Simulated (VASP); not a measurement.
# Al: Al into a neighbouring Al vacancy, part 2 of 4

Aim: the barrier for one hop in Al: Al into a neighbouring Al vacancy.

VASP 6.6.1; PBEsol; plane waves and PAW (Al).

So far. Step 2 (Relax the host): The run ended after 2 ionic steps, 0.003 eV below its first step, once forces and stress met EDIFFG = -0.02.

**3. Relax the start**

System of this step: Al. The cell holds 31 atoms: 31 Al. Its edges and angles: a = 8.027 Å, b = 8.027 Å, c = 8.027 Å, α = 90.0°, β = 90.0°, γ = 90.0°. It derives from Al. Nearest the centre at fractional (0.625, 0.125, 0.000): Al1 at 1.44 Å, Al2 at 2.45 Å, Al12 at 2.46 Å, Al8 at 2.49 Å, Al23 at 2.49 Å, Al3 at 3.16 Å, Al4 at 3.17 Å, Al5 at 3.17 Å.

A path needs two true minima; the start is relaxed with symmetry off.

File INCAR:

```
SYSTEM = Al
PREC = Normal
ENCUT = 280
EDIFF = 1E-05
NELM = 120
ISMEAR = 1
SIGMA = 0.15
LREAL = Auto
ALGO = Fast
GGA = PS
LORBIT = 11
LWAVE = .FALSE.
LCHARG = .FALSE.
KPAR = 6
IBRION = 2
NSW = 60
ISIF = 2
EDIFFG = -0.05
POTIM = 0.4
MAXMIX = 40
ISYM = 0
```

File POSCAR:

```
Al
1.0
    8.0270485368      0.0000000000      0.0000000000
    0.0000000000      8.0270485368      0.0000000000
    0.0000000000      0.0000000000      8.0270485368
Al
31
Direct
    0.7508610492      0.2520471239      0.0008233090
    0.7467530850      0.0022557628      0.2511121761
   -0.0013378597      0.0014478998      0.0009083598
    0.2507328534      0.2500708162      0.0013621769
    0.4981650688      0.4995940975     -0.0012012368
    0.7514920707      0.7500989706     -0.0007286782
    0.2480518158     -0.0006408140      0.2500202869
    0.4993133145      0.2532242581      0.2525083300
    0.7432449331      0.4952933803      0.2495645421
    0.4989480806      0.0005323077      0.5005414741
    0.7552767558      0.2472293160      0.4990591685
    0.7550897203      0.0016113095      0.7516520727
   -0.0012806858      0.4958936958      0.0004172511
    0.2502716169      0.7469419593     -0.0017023110
   -0.0001795023      0.2476460797      0.2497551529
    0.2502379032      0.5000886658      0.2487385359
    0.5014793683      0.7522204100      0.2507994179
   -0.0020386826      0.0018229671      0.4987506242
    0.2521904953      0.2473295604      0.5022784644
    0.4999500104      0.4968886475      0.4992178957
    0.7501347999      0.7506796803      0.4975528038
    0.2472408961      0.0004972800      0.7488370579
    0.5005867801      0.2518924005      0.7458919213
    0.7506338273      0.5030513008      0.7492586893
   -0.0020202060      0.7518742725      0.2506314812
    0.0022321606      0.4991398689      0.4963079374
    0.2497258998      0.7488891854      0.5019317781
    0.0004824509      0.2459366155      0.7470221606
    0.2522020274      0.5016936861      0.7484047851
    0.4999973868      0.7511101803      0.7511670649
    0.0021832239      0.7506390534      0.7497637280
```

File KPOINTS:

```
Automatic mesh
0
Monkhorst-Pack
2 2 2
0 0 0
```

The projector-augmented-wave data sets are Al (PBE family, release 64).

On the command line:

```bash
> mpirun -np 6 vasp_std
```

Output:

```text
[banner, memory and clock lines left out]
running    6 mpi-ranks, on    1 nodes
 distrk:  each k-point on    1 cores,    6 groups
 distr:  one band on    1 cores,    1 groups

 POSCAR found type information on POSCAR Al
 POSCAR found :  1 types and      31 ions
 [... a notice as in an earlier step ...]

 [... a notice as in an earlier step ...]

 LDA part: xc-table for (Slater+PW92), standard interpolation
 POSCAR, INCAR and KPOINTS ok, starting setup
 FFT: planning ... GRIDC
 FFT: planning ... GRID_SOFT
 FFT: planning ... GRID
 WAVECAR not read
 entering main loop
       N       E                     dE             d eps       ncg     rms          rms(c)
DAV:   1     0.599351971928E+02    0.59935E+02   -0.21885E+04   496   0.720E+02
DAV:   2    -0.115929322480E+03   -0.17586E+03   -0.16644E+03   590   0.117E+02
DAV:   3    -0.125979323692E+03   -0.10050E+02   -0.95489E+01   608   0.235E+01
DAV:   4    -0.126221189117E+03   -0.24187E+00   -0.23747E+00   600   0.383E+00
DAV:   5    -0.126226039898E+03   -0.48508E-02   -0.48427E-02   596   0.565E-01    0.873E+00
RMM:   6    -0.125405179070E+03    0.82086E+00   -0.88340E-01   496   0.149E+00    0.498E+00
RMM:   7    -0.125083561979E+03    0.32162E+00   -0.46895E-01   496   0.128E+00    0.101E+00
RMM:   8    -0.125051011126E+03    0.32551E-01   -0.63679E-02   502   0.628E-01    0.381E-01
RMM:   9    -0.125050564331E+03    0.44679E-03   -0.18938E-02   527   0.282E-01    0.227E-01
RMM:  10    -0.125050021619E+03    0.54271E-03   -0.78935E-03   510   0.179E-01    0.495E-02
RMM:  11    -0.125049863703E+03    0.15792E-03   -0.10105E-03   514   0.875E-02    0.239E-02
RMM:  12    -0.125049870704E+03   -0.70009E-05   -0.29805E-04   522   0.442E-02    0.246E-02
RMM:  13    -0.125049869382E+03    0.13220E-05   -0.44840E-05   410   0.186E-02
   1 F= -.12504987E+03 E0= -.12502634E+03  d E =-.125050E+03
 curvature:   0.00 expect dE= 0.000E+00 dE for cont linesearch  0.000E+00
 trial: gam= 0.00000 g(F)=  0.701E-01 g(S)=  0.000E+00 ort = 0.000E+00 (trialstep = 0.100E+01)
 search vector abs. value=  0.701E-01
 bond charge predicted
       N       E                     dE             d eps       ncg     rms          rms(c)
DAV:   1    -0.125110209252E+03   -0.60339E-01   -0.42535E-01   576   0.202E+00    0.251E-01
RMM:   2    -0.125109783432E+03    0.42582E-03   -0.23335E-02   496   0.495E-01    0.128E-01
RMM:   3    -0.125109731323E+03    0.52109E-04   -0.23711E-03   503   0.171E-01    0.118E-01
RMM:   4    -0.125109778033E+03   -0.46710E-04   -0.56075E-04   539   0.813E-02    0.532E-02
RMM:   5    -0.125109767063E+03    0.10970E-04   -0.15675E-04   507   0.390E-02    0.163E-02
RMM:   6    -0.125109769653E+03   -0.25894E-05   -0.53213E-05   423   0.209E-02
   2 F= -.12510977E+03 E0= -.12508490E+03  d E =-.599003E-01
[...]
3 F= -.12517220E+03 E0= -.12514694E+03  d E =-.122333E+00
[...]
4 F= -.12517224E+03 E0= -.12514704E+03  d E =-.122373E+00
[...]
5 F= -.12517775E+03 E0= -.12515237E+03  d E =-.550455E-02
 trial-energy change:   -0.005505  1 .order   -0.005514   -0.006809   -0.004218
 step:   3.9542(harm=  3.9542)  dis= 0.01236  next Energy=  -125.181189 (dE=-0.895E-02)
 bond charge predicted
       N       E                     dE             d eps       ncg     rms          rms(c)
DAV:   1    -0.125181162198E+03   -0.34158E-02   -0.14308E-01   538   0.125E+00    0.205E-01
RMM:   2    -0.125181074250E+03    0.87948E-04   -0.80552E-03   496   0.310E-01    0.944E-02
RMM:   3    -0.125181153533E+03   -0.79283E-04   -0.78384E-04   518   0.103E-01    0.483E-02
RMM:   4    -0.125181164858E+03   -0.11325E-04   -0.13769E-04   544   0.391E-02    0.243E-02
RMM:   5    -0.125181167675E+03   -0.28167E-05   -0.25716E-05   333   0.179E-02
   6 F= -.12518117E+03 E0= -.12515562E+03  d E =-.892579E-02
 curvature:  -2.11 expect dE=-0.193E-02 dE for cont linesearch -0.115E-07
 trial: gam= 0.19603 g(F)=  0.913E-03 g(S)=  0.000E+00 ort = 0.513E-05 (trialstep = 0.199E+01)
 search vector abs. value=  0.110E-02
 reached required accuracy - stopping structural energy minimisation
```

Elapsed: 16 s, on 6 MPI ranks of AMD EPYC 9R45, shared host; peak memory 1.3 GiB; 82 s of CPU time.

From OUTCAR (step 3):

```text
 Found      4 irreducible k-points:

   k-points           NKPTS =      4   k-points in BZ     NKDIM =      4   number of bands    NBANDS=     62

   dimension x,y,z NGX =    36 NGY =   36 NGZ =   36
   dimension x,y,z NGXF=    72 NGYF=   72 NGZF=   72

   ENCUT  =  280.0 eV  20.58 Ry    4.54 a.u.  10.95 10.95 10.95*2*pi/ulx,y,z

   NELECT =      93.0000    total number of electrons

 E-fermi :   8.0464

 k-point     1 :       0.2500    0.2500    0.2500
  band No.  band energies     occupation
    ...
     44       7.2005      2.00000
     45       7.2053      2.00000
     46       8.0048      1.44983
     47       8.0569      0.88091
     48       8.0632      0.81074
     49       8.2820     -0.04882
     50       8.2874     -0.04550
     51       8.3450     -0.01647
     52       8.3698     -0.00934
     53       8.3750     -0.00823
    ...

 k-point     2 :      -0.2500    0.2500    0.2500
  band No.  band energies     occupation
    ...
     44       7.1997      2.00000
     45       7.2033      2.00000
     46       8.0062      1.43556
     47       8.0592      0.85581
     48       8.0613      0.83184
     49       8.2841     -0.04753
     50       8.2870     -0.04572
     51       8.3448     -0.01652
     52       8.3692     -0.00947
     53       8.3727     -0.00871
    ...

  Total       -1.2296150     -1.2006979     -1.2566098      0.0671222      0.0063527     -0.0160749
  in kB       -3.8090096     -3.7194325     -3.8926322      0.2079260      0.0196788     -0.0497956
  external PRESSURE =      -3.8070248 kB  Pullay stress =       0.0000000 kB

  energy-cutoff  :      280.00
  volume of cell :      517.21
      direct lattice vectors                 reciprocal lattice vectors
     8.027048537  0.000000000  0.000000000     0.124578791  0.000000000  0.000000000
     0.000000000  8.027048537  0.000000000     0.000000000  0.124578791  0.000000000
     0.000000000  0.000000000  8.027048537     0.000000000  0.000000000  0.124578791

 POSITION                                       TOTAL-FORCE (eV/Angst)
 -----------------------------------------------------------------------------------
      5.99429      1.98673      8.02283        -0.005051      0.008717      0.008455
      5.98476      0.00797      1.97742         0.014598     -0.030583      0.017976
      8.02418      0.00023      0.00332         0.014548     -0.010339     -0.014462
      2.03724      1.97898      8.02309        -0.021164      0.010751      0.009036
      4.01017      4.01844      8.01845         0.028138     -0.023213      0.014605
      6.00291      6.03884      0.00170        -0.021702      0.017038     -0.011990
      2.02765      8.02127      1.98366        -0.012221     -0.001948     -0.005437
      4.00229      1.98419      1.98756         0.040610      0.018556     -0.013935
      6.01456      4.01053      2.00546        -0.005287     -0.013834      0.000405
      4.01264      0.00029      4.02004         0.020150     -0.007680     -0.017467
      6.03220      2.00627      4.01333        -0.038053      0.008962     -0.010107
      6.00576      0.00090      6.04557        -0.016283     -0.009335     -0.013317
      8.02306      4.00712      8.02362         0.024753     -0.001450      0.001224
      2.02566      6.03556      8.02536        -0.013156      0.027191     -0.003500
      0.00094      2.00402      2.00425         0.005539      0.011757     -0.001177
      2.00343      4.01680      2.00497        -0.011793     -0.024464     -0.002257
      4.00901      6.04377      1.97959         0.023319      0.005306      0.010193
      8.02584      8.02049      4.00706         0.013550      0.004060      0.010371
      2.00792      2.00199      4.01138        -0.020160      0.020484      0.001804
      4.01438      4.01619      4.01381         0.013725     -0.015653     -0.005381
      6.02240      6.01707      4.01020        -0.018735      0.022877     -0.005868
      2.02885      8.02697      6.04575        -0.004679     -0.007050     -0.011572
      4.02128      1.98686      6.03784        -0.005103     -0.000419      0.002921
      6.03188      4.02134      6.00948        -0.036020     -0.029647      0.017163
      8.01538      6.01375      2.00359         0.035570      0.022520      0.008760
      0.00119      4.01349      4.00221         0.017021     -0.014802      0.020937
      2.00891      6.01514      4.01171        -0.019155      0.013326      0.002135
      0.00583      2.01073      6.01537        -0.002609     -0.009953     -0.000547
      2.00918      4.01128      6.01401        -0.013772     -0.003573     -0.001844
      4.01702      6.05083      6.04687         0.003995     -0.011403     -0.007739
      0.00345      6.01357      6.01524         0.009425      0.023802      0.000611
 -----------------------------------------------------------------------------------
    total drift:                               -0.001329     -0.007601     -0.003142

  FREE ENERGIE OF THE ION-ELECTRON SYSTEM (eV)
  ---------------------------------------------------
  free  energy   TOTEN  =      -125.1811676749 eV

  energy  without entropy=     -125.1045145197  energy(sigma->0) =     -125.15561662

 total charge
# of ion       s       p       d       tot
------------------------------------------
    1        0.435   0.350   0.000   0.785
    2        0.435   0.349   0.000   0.785
    3        0.428   0.349   0.000   0.778
    4        0.435   0.349   0.000   0.785
    5        0.428   0.350   0.000   0.778
    6        0.435   0.351   0.000   0.785
    7        0.435   0.350   0.000   0.785
    8        0.435   0.350   0.000   0.785
    9        0.428   0.355   0.000   0.784
   10        0.429   0.349   0.000   0.778
   11        0.428   0.355   0.000   0.783
   12        0.435   0.350   0.000   0.785
   13        0.424   0.350   0.000   0.774
   14        0.435   0.350   0.000   0.785
   15        0.428   0.355   0.000   0.783
   16        0.428   0.355   0.000   0.784
   17        0.435   0.350   0.000   0.785
   18        0.424   0.350   0.000   0.774
   19        0.428   0.355   0.000   0.783
   20        0.424   0.350   0.000   0.774
   21        0.428   0.355   0.000   0.784
   22        0.435   0.350   0.000   0.785
   23        0.435   0.350   0.000   0.785
   24        0.428   0.356   0.000   0.784
   25        0.428   0.355   0.000   0.784
   26        0.431   0.362   0.000   0.792
   27        0.428   0.355   0.000   0.784
   28        0.428   0.355   0.000   0.784
   29        0.428   0.355   0.000   0.784
   30        0.435   0.350   0.000   0.785
   31        0.428   0.355   0.000   0.784
--------------------------------------------------
tot         13.351  10.919   0.000  24.270

[... 1 part as in an earlier step ...]

[... 5 further parts left out ...]
```

Relaxation path:

```csv
step,energy less that of the first step (eV),largest force (eV/Å)
1,0.0000,0.3888
2,-0.0599,0.2810
3,-0.1223,0.0983
4,-0.1224,0.1027
5,-0.1279,0.0718
6,-0.1313,0.0497
```

The atoms that moved most (Å):

```csv
atom,dx,dy,dz,length
Al8,-0.006,-0.048,-0.039,0.063
Al23,0.003,-0.035,0.051,0.062
Al9,0.048,0.035,0.002,0.060
Al12,-0.055,-0.012,0.012,0.058
Al22,0.044,-0.004,0.035,0.056
Al1,-0.033,-0.036,-0.011,0.050
Al14,0.017,0.040,0.012,0.045
Al7,0.037,-0.001,-0.023,0.043
```

The relaxed structure:

```xyz
31
Lattice="8.0270 0.0000 0.0000 0.0000 8.0270 0.0000 0.0000 0.0000 8.0270" Properties=species:S:1:pos:R:3 pbc="T T T"
Al    5.9943    1.9867   -0.0042
Al    5.9848    0.0080    1.9774
Al   -0.0029    0.0002    0.0033
Al    2.0372    1.9790   -0.0040
Al    4.0102    4.0184   -0.0086
Al    6.0029    6.0388    0.0017
Al    2.0277   -0.0058    1.9837
Al    4.0023    1.9842    1.9876
Al    6.0146    4.0105    2.0055
Al    4.0126    0.0003    4.0200
Al    6.0322    2.0063    4.0133
Al    6.0058    0.0009    6.0456
Al   -0.0040    4.0071   -0.0034
Al    2.0257    6.0356   -0.0017
Al    0.0009    2.0040    2.0042
Al    2.0034    4.0168    2.0050
Al    4.0090    6.0438    1.9796
Al   -0.0012   -0.0066    4.0071
Al    2.0079    2.0020    4.0114
Al    4.0144    4.0162    4.0138
Al    6.0224    6.0171    4.0102
Al    2.0288   -0.0001    6.0457
Al    4.0213    1.9869    6.0378
Al    6.0319    4.0213    6.0095
Al   -0.0117    6.0138    2.0036
Al    0.0012    4.0135    4.0022
Al    2.0089    6.0151    4.0117
Al    0.0058    2.0107    6.0154
Al    2.0092    4.0113    6.0140
Al    4.0170    6.0508    6.0469
Al    0.0034    6.0136    6.0152
```

This step gave:

```
electronic cycles       : 39
electrons               : 93
free energy (TOTEN)     : -125.1812 eV
energy at zero smearing : -125.1556 eV
Fermi energy            : 8.046 eV
```

The run ended after 6 ionic steps, 0.131 eV below its first step, once the forces on the free atoms met EDIFFG = -0.05.

(Continued in part 3 of 4.)

[Lines on the potential files, build, host, timing and source positions are cut from VASP's logs without a mark.]

[Logs are printed without paths, hosts, clocks, repeated set-up lines and the standing remarks that a program may print on its own settings, such as how far it seeks lower states.]

[Hosts, paths, dates, database ids (printed as entryN), source tags and the programs' standing remarks are cut or masked in the printed files.]

[Runs that stopped without an error message from VASP are left out.]
